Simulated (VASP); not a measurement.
An input for Quantum ESPRESSO's pw.x (written as the equivalent of a VASP run, and not itself run):

```
&CONTROL
  calculation = 'scf'
  pseudo_dir = './pseudo'
  outdir = './out'
  tprnfor = .true.
  tstress = .true.
/
&SYSTEM
  ibrav = 0
  nat = 2
  ntyp = 2
  ecutwfc = 84
  occupations = 'tetrahedra'
  input_dft = 'vdw-df-obk8'
/
&ELECTRONS
  conv_thr = 7.3e-09
  electron_maxstep = 100
/
ATOMIC_SPECIES
  B 10.810 B.upf
  N 14.007 N.upf
CELL_PARAMETERS angstrom
    -0.0000000    1.8121399    1.8121399
     1.8121399    0.0000000    1.8121399
     1.8121399    1.8121399    0.0000000
ATOMIC_POSITIONS crystal
  B    0.0000000  0.0000000  0.0000000
  N    0.2500000  0.2500000  0.2500000
K_POINTS automatic
  14 14 14 0 0 0
```

Question: Write the VASP files for the same calculation (optB88-vdW).

Answer: One answer among several that fit: 
INCAR:
```
! general
SYSTEM  =BN
PREC    =Accurate
ENCUT   =520
LREAL   =F
LASPH   =T

! electronic loop
EDIFF   =1E-7
NELM    =100
ALGO    =Normal

! smearing
ISMEAR  =-5

! functional
GGA     =BO
LUSE_VDW=T
AGGAC   =0.0
PARAM1  =0.1833333333
PARAM2  =0.22

! ions
ISIF    =2

! output
LWAVE   =F
LCHARG  =T
LORBIT  =11
NEDOS   =601
```

**KPOINTS**
```
Automatic mesh
0
Gamma
14 14 14
0 0 0
```

File POSCAR:
```
BN
1.0
  0.0000000000   1.8121398978   1.8121398978
  1.8121398978   0.0000000000   1.8121398978
  1.8121398978   1.8121398978   0.0000000000
B N
1 1
direct
  0.0000000000   0.0000000000   0.0000000000
  0.2500000000   0.2500000000   0.2500000000
```

POTCAR, in this order: B N (PBE.64 set). Program: vasp_std.

What does not carry over: the potentials are each code's own (VASP's PAW set, PseudoDojo norm-conserving files in pw.x), so ENCUT and ecutwfc are chosen apart and not converted; conv_thr bounds pw.x's estimated SCF error, while EDIFF bounds the energy change between steps.

The compound is BN in the zinc blende structure. It was relaxed first.
